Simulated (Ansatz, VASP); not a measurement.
# Cross-check of MoS2 between VASP and Ansatz, part 2 of 2

Wanted: the spread between two codes on one cell, functional and k mesh. The cell is taken from a series of runs on this material, whose earlier steps may have relaxed, scaled, displaced or heated it; both programs get it as it stands.

VASP 6.6.1 and Ansatz 0.2.0.

So far: Set-up; Ansatz: single point, PBEsol, spin-orbit coupling; VASP: single point, PBEsol, spin-orbit coupling.

## Step 3: VASP: single point, PBEsol, spin-orbit coupling (continued)

Level of this step: PBEsol, spin-orbit coupling, no spin polarisation; plane waves and PAW (Mo_sv, S) (VASP).

Numbers of over 12 decimals in the logs are rounded to 6 here.

Parts of OUTCAR (step 3):

```text
ion  position               nearest neighbor table
   1  0.333  0.667  0.250-   4 2.41   6 2.41   4 2.41   6 2.41   4 2.41   6 2.41
   2  0.667  0.333  0.750-   3 2.41   5 2.41   3 2.41   5 2.41   3 2.41   5 2.41
   3  0.333  0.667  0.623-   2 2.41   2 2.41   2 2.41
   4  0.667  0.333  0.123-   1 2.41   1 2.41   1 2.41
   5  0.333  0.667  0.877-   2 2.41   2 2.41   2 2.41
   6  0.667  0.333  0.377-   1 2.41   1 2.41   1 2.41

  LATTYP: Found a hexagonal cell.
 ALAT       =     3.1690000000
 C/A-ratio  =     3.8889239508

 Subroutine GETGRP returns: Found 24 space group operations
 (whereof 12 operations were pure point group operations)

The static configuration has the point symmetry D_3d.
 The point group associated with its full space group is D_6h.

 Found     14 irreducible k-points:

   k-points           NKPTS =     14   k-points in BZ     NKDIM =     14   number of bands    NBANDS=     64

   dimension x,y,z NGX =    24 NGY =   24 NGZ =   90
   dimension x,y,z NGXF=    48 NGYF=   48 NGZF=  180

   ENCUT  =  500.0 eV  36.75 Ry    6.06 a.u.   5.78  5.78 22.47*2*pi/ulx,y,z

   NELECT =      52.0000    total number of electrons

 k-points in reciprocal lattice and weights: Automatic mesh
   0.00000000  0.00000000  0.00000000       0.014
   0.16666667 -0.00000000  0.00000000       0.083
   0.33333333 -0.00000000  0.00000000       0.083
   0.50000000 -0.00000000  0.00000000       0.042
   0.16666667  0.16666667  0.00000000       0.083
   0.33333333  0.16666667  0.00000000       0.167
   0.33333333  0.33333333  0.00000000       0.028
   0.00000000  0.00000000  0.50000000       0.014
   0.16666667 -0.00000000  0.50000000       0.083
[...]
0.33333333  0.16666667  0.50000000       0.167
   0.33333333  0.33333333  0.50000000       0.028

 average (electrostatic) potential at core
       1 -74.5665       2 -74.5665       3 -84.5288       4 -84.5288       5 -84.5288
       6 -84.5288

 E-fermi :   7.8381

 k-point     1 :       0.0000    0.0000    0.0000
  band No.  band energies     occupation
    ...
     48       6.2356      1.00000
     49       6.2377      1.00000
     50       6.2377      1.00000
     51       7.4115      1.00000
     52       7.4115      1.00000
     53       9.4722      0.00000
     54       9.4722      0.00000
     55       9.5009      0.00000
     56       9.5009      0.00000
     57       9.5488      0.00000
    ...

 k-point     2 :       0.1667   -0.0000    0.0000
  band No.  band energies     occupation
    ...
     48       6.2008      1.00000
     49       6.2583      1.00000
     50       6.2583      1.00000
     51       6.6319      1.00000
     52       6.6319      1.00000
     53       8.8866      0.00000
     54       8.8866      0.00000
     55       9.2552      0.00000
     56       9.2552      0.00000
     57       9.2740      0.00000
    ...

 k-point     3 :       0.3333   -0.0000    0.0000
  band No.  band energies     occupation
    ...
     48       5.4632      1.00000
     49       5.5988      1.00000
     50       5.5988      1.00000
     51       5.8551      1.00000
     52       5.8551      1.00000
     53       8.7720      0.00000
     54       8.7720      0.00000
     55       8.9123      0.00000
     56       8.9123      0.00000
     57       9.0631      0.00000
    ...

  Total       -2.1915383     -2.1915383     -1.5817581      0.0000000      0.0000000      0.0000000
  in kB      -32.7591667    -32.7591667    -23.6441586      0.0000000      0.0000000      0.0000000
  external PRESSURE =     -29.7208306 kB  Pullay stress =       0.0000000 kB

  energy-cutoff  :      500.00
  volume of cell :      107.18
      direct lattice vectors                 reciprocal lattice vectors
     3.169000000  0.000000000  0.000000000     0.315556958  0.182186895  0.000000000
    -1.584500000  2.744434505  0.000000000     0.000000000  0.364373789  0.000000000
     0.000000000  0.000000000 12.324000000     0.000000000  0.000000000  0.081142486

 POSITION                                       TOTAL-FORCE (eV/Angst)
 -----------------------------------------------------------------------------------
     -0.00000      1.82962      3.08100         0.000000      0.000000     -0.000000
      1.58450      0.91481      9.24300        -0.000000     -0.000000      0.000000
     -0.00000      1.82962      7.67785         0.000000     -0.000000      0.304910
      1.58450      0.91481      1.51585         0.000000      0.000000      0.304910
     -0.00000      1.82962     10.80815         0.000000     -0.000000     -0.304910
      1.58450      0.91481      4.64615        -0.000000      0.000000     -0.304910
 -----------------------------------------------------------------------------------
    total drift:                                0.000000     -0.000000     -0.000000

  FREE ENERGIE OF THE ION-ELECTRON SYSTEM (eV)
  ---------------------------------------------------
  free  energy   TOTEN  =       -47.0755437901 eV

  energy  without entropy=      -47.0755437901  energy(sigma->0) =      -47.07554379

 Spin-Orbit-Coupling matrix elements
 Ion:    1  E_soc:     -0.1924402
 Ion:    2  E_soc:     -0.1924402
 Ion:    3  E_soc:     -0.0022624
 Ion:    4  E_soc:     -0.0022624
 Ion:    5  E_soc:     -0.0022624
 Ion:    6  E_soc:     -0.0022624

 total charge
# of ion       s       p       d       tot
------------------------------------------
    1        2.293   6.222   3.957  12.472
    2        2.293   6.222   3.957  12.472
    3        1.358   2.315   0.000   3.673
    4        1.358   2.315   0.000   3.673
    5        1.358   2.315   0.000   3.673
    6        1.358   2.315   0.000   3.673
--------------------------------------------------
tot         10.019  21.704   7.914  39.637

 magnetization (x)
# of ion       s       p       d       tot
------------------------------------------
    1        0.000  -0.000  -0.000  -0.000
    2        0.000  -0.000  -0.000  -0.000
    3        0.000   0.000   0.000   0.000
    4       -0.000  -0.000   0.000  -0.000
    5       -0.000  -0.000   0.000  -0.000
    6        0.000   0.000   0.000   0.000
--------------------------------------------------
tot         -0.000  -0.000  -0.000  -0.000

 magnetization (y)
# of ion       s       p       d       tot
------------------------------------------
    1       -0.000   0.000  -0.000  -0.000
    2        0.000   0.000  -0.000  -0.000
    3        0.000   0.000   0.000   0.000
    4       -0.000   0.000   0.000  -0.000
    5       -0.000   0.000   0.000  -0.000
    6       -0.000   0.000   0.000  -0.000
--------------------------------------------------
tot         -0.000   0.000  -0.000  -0.000

 magnetization (z)
# of ion       s       p       d       tot
------------------------------------------
    1        0.000   0.000   0.000   0.000
    2        0.000   0.000   0.000   0.000
    3        0.000   0.000   0.000   0.000
    4        0.000   0.000   0.000   0.000
    5        0.000   0.000   0.000   0.000
    6        0.000   0.000   0.000   0.000
--------------------------------------------------
tot          0.000   0.000   0.000   0.000

[... 3 further parts left out ...]
```

This run has no spin polarisation, so a moment on Mo, if there is one, isn't seen.

## Step 4: Side by side

Known differences besides the potentials themselves: spin-orbit coupling enters by fully relativistic files in Ansatz and inside the spheres in VASP; the cutoff is 420 eV in Ansatz and 500 eV in VASP; Ansatz makes its cores anew for this functional, VASP keeps those of its PBE data sets. Total energies have different zeros and are not compared.

Both answers:

| quantity | Ansatz | VASP | difference |
| --- | --- | --- | --- |
| pressure (GPa) | -2.96 | -2.97 | +0.01 |
| gap on the k mesh (eV) | 0.837 | 0.853 | -0.016 |

Forces (eV/Å; atoms numbered as in POSCAR):

| atom | Ansatz x, y, z | VASP x, y, z |
| --- | --- | --- |
| Mo1 | 0.000, 0.000, 0.000 | 0.000, 0.000, 0.000 |
| Mo2 | 0.000, 0.000, 0.000 | 0.000, 0.000, 0.000 |
| S3 | 0.000, 0.000, 0.307 | 0.000, 0.000, 0.305 |
| S4 | 0.000, 0.000, 0.307 | 0.000, 0.000, 0.305 |
| S5 | 0.000, 0.000, -0.307 | 0.000, 0.000, -0.305 |
| S6 | 0.000, 0.000, -0.307 | 0.000, 0.000, -0.305 |

The forces differ by 1.2 meV/Å r.m.s., which is 0.8 % of the r.m.s. force of 0.144 eV/Å (both taken over all components). A gap on the mesh is an upper bound, since the band edges may lie between its points.

## Step 5: Results

| Item | Value |
| --- | --- |
| r.m.s. force difference (single point, PBEsol, spin-orbit coupling) | 1.2 meV/Å |

In words: The r.m.s. force difference is 1.2 meV/Å (single point, PBEsol, spin-orbit coupling), within the 12 meV/Å picked in this series as the mark of a large difference. Such differences can come from data sets, numerical settings and the points named under the comparisons, not from the functional's error against experiment.

[Lines on the potential files, build, host, timing and source positions are cut from VASP's logs without a mark.]

[Logs are printed without paths, hosts, clocks, repeated set-up lines and the standing remarks that a program may print on its own settings, such as how far it seeks lower states.]

[Hosts, paths, dates, database ids (printed as entryN), source tags and the programs' standing remarks are cut or masked in the printed files.]
